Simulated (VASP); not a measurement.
Input of a VASP 6.6.1 run:

File POSCAR:

```
B2C
1.0
   -1.3694700000      1.3694700000      5.8872300000
    1.3694700000     -1.3694700000      5.8872300000
    1.3694700000      1.3694700000     -5.8872300000
B C
4 2
Direct
    0.4350880000      0.9350880000      0.5000000000
    0.0649120000      0.5649120000      0.5000000000
    0.3149120000      0.3149120000      0.0000000000
    0.6850880000      0.6850880000      0.0000000000
    0.0000000000      0.0000000000      0.0000000000
    0.7500000000      0.2500000000      0.5000000000
```

INCAR.step1

```
SYSTEM = B2C
PREC = Accurate
ENCUT = 520
EDIFF = 1E-8
ISMEAR = 0
SIGMA = 0.1
LREAL = .False.
LASPH = .True.
NELM = 80
ALGO = Fast
ISIF = 3
LWAVE = .False.
LCHARG = .False.
GGA = PE
KPAR = 4
IBRION = 2
NSW = 40
EDIFFG = -0.002
```

INCAR.step2

```
SYSTEM = B2C
PREC = Accurate
ENCUT = 520
EDIFF = 1E-8
ISMEAR = 0
SIGMA = 0.1
LREAL = .False.
LASPH = .True.
NELM = 80
ALGO = Fast
ISIF = 3
LWAVE = .False.
LCHARG = .False.
GGA = PE
KPAR = 4
IBRION = 6
NFREE = 2
POTIM = 0.015
NSW = 1
```

The input KPOINTS:

```
regular mesh
0
Gamma
  16 16 16
  0 0 0
```

Potentials or basis: VASP PAW PBE potentials, release 64 (B, C).

The run is started by

```bash
$ cat potpaw_PBE.64/B/POTCAR potpaw_PBE.64/C/POTCAR > POTCAR
$ cp INCAR.step1 INCAR
$ mpirun -np 4 vasp_std > vasp.out
$ cp CONTCAR POSCAR
$ cp INCAR.step2 INCAR
$ mpirun -np 4 vasp_std > vasp.out
```

What does it give for the Voigt bulk modulus?

231 GPa.

Estimate the highest phonon frequency at Γ, LO-TO splitting left out.

1078 cm⁻¹.

Estimate the most unstable mode.

303i cm⁻¹.

Clamped-ion elastic tensor (GPa):
```
661  20 123   0   0   0
 20 661 123   0   0   0
123 123 363   0   0   0
  0   0   0 222   0   0
  0   0   0   0 222   0
  0   0   0   0   0  64
```

Caveat: some modes are imaginary.
